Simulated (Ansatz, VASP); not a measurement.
# KMgF3: VASP beside Ansatz

One calculation is typed for both programs; each brings its own data sets and cutoff. How far apart do they land? The cell is taken from a series of VASP runs on this material, whose earlier steps may have relaxed, scaled or displaced it; both programs get it as it stands.

Method: plane waves, with VASP 6.6.1 beside it; relaxation of cell and atoms at PBEsol, in Ansatz 0.2.0.

## 1. Set-up

The structure is cubic, space group Pm-3m (No. 221). The conventional cell has a = 3.985 Å, b = 3.985 Å, c = 3.985 Å, α = 90.00°, β = 90.00°, γ = 90.00°. K has 12 F at 2.82 Å nearest. Mg has 6 F at 1.99 Å nearest. Nearest to F lie 2 Mg at 1.99 Å and 4 K at 2.82 Å. Farther neighbours and most contacts between anions are not listed.

## 2. Ansatz: relaxation of cell and atoms, PBEsol

Ansatz runs on its default PAW (the set named soft_2) files.

The relaxed volume is the usual yardstick between codes: its relative difference is about their pressure difference at one cell divided by the bulk modulus.

input.yaml reads:

```yaml
crystal:
  lattice:
    - [3.9846332454, 0.0, 0.0]
    - [0.0, 3.9846332454, 0.0]
    - [0.0, 0.0, 3.9846332454]
  atoms:
    - { symbol: K, position: [0.5, 0.5, 0.5] }
    - { symbol: Mg, position: [0.0, 0.0, 0.0] }
    - { symbol: F, position: [0.0, 0.0, 0.5] }
    - { symbol: F, position: [0.0, 0.5, 0.0] }
    - { symbol: F, position: [0.5, 0.0, 0.0] }
hamiltonian:
  xc: pbesol
  pseudopotentials: { kind: paw }
kpoints:
  mp_grid: { grid: [6, 6, 6] }
scf:
  occupations: { method: gaussian, width: 0.03 }
relax:
  f_tol: 0.01
  max_steps: 60
  cell: { stress_tol: 0.05 }
output:
  forces: true
  stress: true
```

Started as:

```sh
> ansatz run input.yaml --threads 4 --pin off --max-ram 9216MiB --backend cpu --events-out ev --progress --plain --runs-dir out
```

Numbers of over 12 decimals in the logs are rounded to 6 here.

The program printed:

```text
Engine: ansatz 0.2.0, aarch64-unknown-linux-gnu
Pseudopotentials: kind: paw
Pseudopotential: K, paw, valence charge 9, recommended cutoff 420 eV (normal), K.paw.azcp
Pseudopotential: Mg, paw, valence charge 10, recommended cutoff 420 eV (normal), Mg.paw.azcp
Pseudopotential: F, paw, valence charge 7, recommended cutoff 420 eV (normal), F.paw.azcp
Functional definition: PBEsol
  exchange = pbesol_x
  correlation = pbesol_c
Crystal: 5 atoms, lattice volume = 63.265 Å³
Basis set: ecut = 420 eV, 1237 PW (Γ), exchange–correlation on 54×54×54 points (8 copies of the dense FFT grid, shifted against one another)
Bands: 25, of which v1, the nominal top of the filled ones, is band 20 counted from 1 (19 counted from 0)
Symmetry: 48 space group operations
Space group: Pm-3m (ITA 221), of the structure as read, at distance tolerance 4.0e-5 Å
k-points: 20 of 216
Non-local potential: K, projectors of the file, l = 0: 3, l = 1: 2, l = 2: 2
Non-local potential: Mg, projectors of the file, l = 0: 3, l = 1: 2, l = 2: 1
Non-local potential: F, projectors of the file, l = 0: 2, l = 1: 2, l = 2: 1
PAW form: soft (Blöchl's): semilocal exchange-correlation on the pseudo side does not see the compensation charge
PAW frozen core: K, regenerated for the run's functional, and the local potential with it (the file was generated under x = pbe(κ = 0.804, μ = 0.219515), c = pbe(β = 0.066725))
PAW frozen core: Mg, regenerated for the run's functional, and the local potential with it (the file was generated under x = pbe(κ = 0.804, μ = 0.219515), c = pbe(β = 0.066725))
PAW frozen core: F, regenerated for the run's functional, and the local potential with it (the file was generated under x = pbe(κ = 0.804, μ = 0.219515), c = pbe(β = 0.066725))
PAW one-centre angular grid: K, 110 points (default); XC on 64 Gauss nodes
PAW one-centre angular grid: Mg, 110 points (default); XC on 64 Gauss nodes
PAW one-centre angular grid: F, 110 points (default); XC on 64 Gauss nodes
Initial density: superposition of atomic densities (neutral atoms: chi_scale 0, normalization atom), corrected by the library's trained network
Initial wavefunctions: pseudopotential atomic-orbital guess
Functional: x = pbesol(κ = 0.804, μ = 0.123457), c = pbesol(β = 0.046)
SCF iter   1: F=—  HF=-5837.516211 eV  |F-HF|=—  |Δ(HF+E_count)|=         —  Δρ=1.37e-2  dr2=7.32e-2  ethr=1.77e-3  ⟨swp⟩=6.1  Hψ=2418  notcnv=0
preconditioner: auto → Resta (q_TF=auto, 2.528 Å⁻¹)  ε∞=2.9  [insulator: Δε(μ)=6.988 eV  Ē_g=18.972 eV  σ=0.030 eV  W_gap=1.00  n_scr=18 (ndim 8)  ℏωp=26.4 eV  f_vac=0.032  D(μ)=0.00/eV (n_scr^D=0)  ε∞_Penn≈2.9]
SCF iter   2: F=—  HF=-5837.492731 eV  |F-HF|=—  |Δ(HF+E_count)|=   2.35e-2  Δρ=2.34e-3  dr2=1.30e-3  ethr=1.83e-4  ⟨swp⟩=2.0  Hψ=1045  notcnv=0  defer=20
SCF iter   3: F=—  HF=-5837.492479 eV  |F-HF|=—  |Δ(HF+E_count)|=   2.52e-4  Δρ=9.05e-4  dr2=3.33e-4  ethr=3.24e-6  ⟨swp⟩=2.1  Hψ=807  notcnv=0  defer=20
SCF iter   4: F=—  HF=-5837.492516 eV  |F-HF|=—  |Δ(HF+E_count)|=   3.69e-5  Δρ=2.47e-4  dr2=2.53e-5  ethr=8.33e-7  ⟨swp⟩=2.0  Hψ=573  notcnv=0  defer=20
SCF iter   5: F=—  HF=-5837.492636 eV  |F-HF|=—  |Δ(HF+E_count)|=   1.19e-4  Δρ=3.81e-5  dr2=7.58e-7  ethr=6.32e-8  ⟨swp⟩=2.1  Hψ=826  notcnv=0  defer=20
SCF iter   6: F=-5837.492637 eV  HF=-5837.492636 eV  |F-HF|=6.23e-8  |Δ(HF+E_count)|=   8.42e-7  Δρ=7.46e-6  dr2=3.19e-8  ethr=2.50e-10  ⟨swp⟩=4.5  Hψ=1734  notcnv=0
SCF 1 converged in 6 iterations: F = -5837.492637 eV  dr2 = 3.19e-8
  greatest PAW one-centre occupation: 1.000 electrons in one spin orbital (limit 2), on the Mg atom at site 1 (counted from 0), in its partial waves of l = 0
relax step   1: F+E_penalty+E_count = -5837.49263656 eV  Δ(F+E_penalty+E_count) = +0.000e0 eV  max|allowed force component| = 2.687e-29 eV/Å  Δτ_max = 0.0000 Å  P = +0.374 GPa  Ω = 63.265 Å³  (6 SCF iters, dr2 threshold 1.00e-7 eV, accepted)
[...]
relax step   2: F+E_penalty+E_count = -5837.49237239 eV  Δ(F+E_penalty+E_count) = +2.642e-4 eV  max|allowed force component| = 3.234e-30 eV/Å  Δτ_max = 0.0000 Å  P = +0.194 GPa  Ω = 63.406 Å³  energy of the carried Pulay correction = -5.128e-4 eV  (4 SCF iters, dr2 threshold 3.50e-7 eV, accepted)
[...]
relax step   3: F+E_penalty+E_count = -5837.49191148 eV  Δ(F+E_penalty+E_count) = +4.609e-4 eV  max|allowed force component| = 3.340e-30 eV/Å  Δτ_max = 0.0000 Å  P = +0.001 GPa  Ω = 63.557 Å³  energy of the carried Pulay correction = -1.065e-3 eV  (4 SCF iters, dr2 threshold 9.40e-8 eV, accepted)
[...]
relax step   4: F+E_penalty+E_count = -5837.49242454 eV  Δ(F+E_penalty+E_count) = -5.131e-4 eV  max|allowed force component| = 5.890e-30 eV/Å  Δτ_max = 0.0000 Å  P = +0.034 GPa  Ω = 63.557 Å³  stress off target by 3.41e-2 GPa  SCF on the basis re-selected at this cell (its energy is not comparable with the rows above)  (7 SCF iters)
basis re-selected at this cell: Δ(F+E_penalty+E_count) = -5.131e-4 eV, ΔP = +0.033 GPa vs the last step (what re-selecting the basis moved, of the pressure what is left beyond the Pulay correction that the steps carried, after the strain that the cell walked since its last selection, with what the two solves' SCF thresholds leave and, on support functions, any second-order correction that the steps lacked; it is no m [...]
SCF converged after 7 iterations
Free energy (F): -5837.492425 eV
Harris-Foulkes:  -5837.492425 eV  (|F-HF|=6.37e-12)
Internal energy: -5837.492425 eV  (E = F + TS)
E sigma→0 (E₀):  -5837.492425 eV
Fermi energy:    6.269996 eV
--- Per-component energies (eV) ---
  E_band       = -502.169245
  E_kinetic    = 953.646327
  E_local      = -3733.175837  (includes V_loc(G=0)·N_el)
  E_nonlocal   = 330.524308
  E_hartree    = 1354.569376
  E_xc         = -400.906006
  E_vxc        = -508.914453  (∫ρ·V_xc dr)
  E_paw        = -1624.126578  (= ΣΔE_a)
  E_vpaw       = -253.394434  (= ΣTr[D̂ρ^β])
  E_aug_tail   = 0.006078  (compensation charges beyond the density's cutoff)
  E_ewald      = -2718.324169
  E_core_change = 0.294075  (= ΣΔE_core)
  E_smearing   = -0.000000  (= −TS)
  E_closure    = -0.000000  (closes the sum)
  Σ components = -5837.492425   (vs F -5837.492425, Δ=0.00e0)
--- Forces (eV/Å), atoms counted from 1 ---
  atom   1  K     -0.00000000     0.00000000     0.00000000
  atom   2  Mg    -0.00000000    -0.00000000    -0.00000000
  atom   3  F      0.00000000     0.00000000    -0.00000000
  atom   4  F     -0.00000000     0.00000000    -0.00000000
  atom   5  F     -0.00000000     0.00000000     0.00000000
  max |Σ_I F_I| component: 9.56e-30 eV/Å
--- Stress (GPa, compression-positive) ---
        0.034135      -0.000000       0.000000
       -0.000000       0.034135      -0.000000
        0.000000      -0.000000       0.034135
  P = ⅓ Tr σ = 0.0341 GPa (0.341 kbar)
--- Relaxed structure (3 steps of the walk, 3 accepted, 1 SCFs on fresh bases) ---
  F+E_penalty+E_count = -5837.49242454 eV   max|allowed force component| = 5.890e-30 eV/Å   (the final SCF, on the basis selected at the relaxed cell)
  cell:  # Å, volume = 63.5574 Å³
    - [3.990758, 0, 0]
    - [0, 3.990758, 0]
    - [0, 0, 3.990758]
  atoms:
    - { symbol: K, position: [0.5, 0.5, 0.5] }
    - { symbol: Mg, position: [0, 0, 0] }
    - { symbol: F, position: [0, 0, 0.5] }
    - { symbol: F, position: [0, 0.5, 0] }
    - { symbol: F, position: [0.5, 0, 0] }
```

Wall time 3.8 s (4 threads of Arm Neoverse N1, shared host); peak memory 0.33 GiB.

## 3. VASP: relaxation of cell and atoms, PBEsol

The same cell, functional, mesh and smearing now go to VASP, with its own data sets and cutoff.

Lines of VASP's logs that name or quote its potential files are left out, and so is its time.

INCAR reads:

```
SYSTEM = KMgF3
PREC = Accurate
ENCUT = 560
EDIFF = 1E-07
NELM = 100
ISMEAR = 0
SIGMA = 0.03
LREAL = .FALSE.
ALGO = Normal
GGA = PS
NBANDS = 22
LORBIT = 11
LWAVE = .FALSE.
LCHARG = .FALSE.
KPAR = 8
IBRION = 2
NSW = 50
ISIF = 3
EDIFFG = -0.002
```

POSCAR reads:

```
KMgF3
1.0
    3.9846332454      0.0000000000      0.0000000000
    0.0000000000      3.9846332454      0.0000000000
    0.0000000000      0.0000000000      3.9846332454
K Mg F
1 1 3
Direct
    0.5000000000      0.5000000000      0.5000000000
    0.0000000000      0.0000000000      0.0000000000
    0.0000000000      0.0000000000      0.5000000000
    0.0000000000      0.5000000000      0.0000000000
    0.5000000000      0.0000000000      0.0000000000
```

KPOINTS reads:

```
Automatic mesh
0
Gamma
6 6 6
0 0 0
```

The projector-augmented-wave data sets are K_sv, Mg and F (PBE family, release 64).

Started as:

```sh
> mpirun -np 8 vasp_std
```

The program printed:

```text
[banner, memory and clock lines left out]
running    8 mpi-ranks, on    1 nodes
 distrk:  each k-point on    1 cores,    8 groups
 distr:  one band on    1 cores,    1 groups

 POSCAR found type information on POSCAR K MgF
 POSCAR found :  3 types and       5 ions
|                                                                             |
|           W    W    AA    RRRRR   N    N  II  N    N   GGGG   !!!           |
|           W    W   A  A   R    R  NN   N  II  NN   N  G    G  !!!           |
|           W    W  A    A  R    R  N N  N  II  N N  N  G       !!!           |
|           W WW W  AAAAAA  RRRRR   N  N N  II  N  N N  G  GGG   !            |
|           WW  WW  A    A  R   R   N   NN  II  N   NN  G    G                |
|           W    W  A    A  R    R  N    N  II  N    N   GGGG   !!!           |
|                                                                             |
|     For optimal performance we recommend to set                             |
|       NCORE = 2 up to number-of-cores-per-socket                            |
|     NCORE specifies how many cores store one orbital (NPAR=cpu/NCORE).      |
|     This setting can greatly improve the performance of VASP for DFT.       |
|     The default, NCORE=1 might be grossly inefficient on modern             |
|     multi-core architectures or massively parallel machines. Do your        |
|     Unfortunately you need to use the default for GW and RPA                |
|     calculations (for HF NCORE is supported but not extensively tested      |
|     yet).                                                                   |
|                                                                             |

|                                                                             |
|               ----> ADVICE to this user running VASP <----                  |
|                                                                             |
|     You enforced a specific xc type in the INCAR file but a different       |
|     [... a line on the potential file left out ...]
|     I HOPE YOU KNOW WHAT YOU ARE DOING!                                     |
|                                                                             |

 LDA part: xc-table for (Slater+PW92), standard interpolation
 POSCAR, INCAR and KPOINTS ok, starting setup
 FFT: planning ... GRIDC
 FFT: planning ... GRID_SOFT
 FFT: planning ... GRID
 WAVECAR not read
 entering main loop
       N       E                     dE             d eps       ncg     rms          rms(c)
DAV:   1     0.242053447467E+03    0.24205E+03   -0.18090E+04   904   0.147E+03
DAV:   2    -0.144715510025E+02   -0.25652E+03   -0.24578E+03  1118   0.371E+02
DAV:   3    -0.265740003288E+02   -0.12102E+02   -0.12058E+02  1210   0.774E+01
DAV:   4    -0.271356140367E+02   -0.56161E+00   -0.56050E+00  1392   0.972E+00
DAV:   5    -0.271370266737E+02   -0.14126E-02   -0.14126E-02  1126   0.547E-01    0.814E+00
DAV:   6    -0.253006485877E+02    0.18364E+01   -0.65958E+00  1000   0.190E+01    0.396E+00
DAV:   7    -0.252747897143E+02    0.25859E-01   -0.19768E-01  1174   0.288E+00    0.242E+00
DAV:   8    -0.252653990824E+02    0.93906E-02   -0.70391E-02  1072   0.262E+00    0.304E-01
DAV:   9    -0.252649706178E+02    0.42846E-03   -0.17505E-02  1106   0.937E-01    0.149E-01
DAV:  10    -0.252649687537E+02    0.18640E-05   -0.14117E-03  1150   0.274E-01    0.989E-02
DAV:  11    -0.252649659022E+02    0.28516E-05   -0.20309E-05  1094   0.376E-02    0.681E-02
DAV:  12    -0.252649610138E+02    0.48883E-05   -0.11659E-04   922   0.840E-02    0.113E-02
DAV:  13    -0.252649611465E+02   -0.13264E-06   -0.50285E-06  1146   0.150E-02    0.382E-03
DAV:  14    -0.252649610063E+02    0.14020E-06   -0.64313E-07  1064   0.519E-03    0.242E-03
DAV:  15    -0.252649608729E+02    0.13338E-06   -0.18086E-07   840   0.332E-03    0.689E-04
DAV:  16    -0.252649608916E+02   -0.18652E-07   -0.12592E-08   506   0.832E-04
   1 F= -.25264961E+02 E0= -.25264961E+02  d E =-.252650E+02
 curvature:   0.00 expect dE= 0.000E+00 dE for cont linesearch  0.000E+00
 trial: gam= 0.00000 g(F)=  0.000E+00 g(S)=  0.238E-05 ort = 0.000E+00 (trialstep = 0.100E+01)
 search vector abs. value=  0.238E-05
 reached required accuracy - stopping structural energy minimisation
```

(Part 1 of 2 ends here.)

[Lines on the potential files, build, host, timing and source positions are cut from VASP's logs without a mark.]

[Logs are printed without paths, hosts, clocks, repeated set-up lines and the standing remarks that a program may print on its own settings, such as how far it seeks lower states.]

[Hosts, paths, dates, database ids (printed as entryN), source tags and the programs' standing remarks are cut or masked in the printed files.]
